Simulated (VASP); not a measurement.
BP (zinc blende) relaxed at rising pressure, in one space group throughout; other phases were not tried. The pressures are those reached. Level of theory: PBEsol GGA, VASP's PBE PAW potentials (set 64) (plane waves; VASP).

```json
[
 {"P (GPa)": "0.01", "V (Å³/atom)": "11.552", "k-mesh": "10×10×10"},
 {"P (GPa)": "4.98", "V (Å³/atom)": "11.234", "k-mesh": "10×10×10"},
 {"P (GPa)": "9.98", "V (Å³/atom)": "10.952", "k-mesh": "10×10×10"},
 {"P (GPa)": "19.86", "V (Å³/atom)": "10.476", "k-mesh": "10×10×10"},
 {"P (GPa)": "29.83", "V (Å³/atom)": "10.076", "k-mesh": "10×10×10"}
]
```

A change of mesh leaves a small step in the series.

**Question.** Fit an equation of state and predict the volume at 44.95 GPa.

**Answer.** Least squares on the third-order Birch-Murnaghan form, P = (3B0/2)(y⁷ − y⁵)[1 + (3/4)(B′ − 4)(y² − 1)] with y = (V0/V)^(1/3), gives V0 = 11.552 Å³/atom, B0 = 169 GPa and B′ = 3.7, and so 9.576 Å³/atom. The run gave 9.575 Å³/atom, -0.0 % from the fit.

Pressures at which the relaxation failed are left out.

The compound is BP in the zinc blende structure.
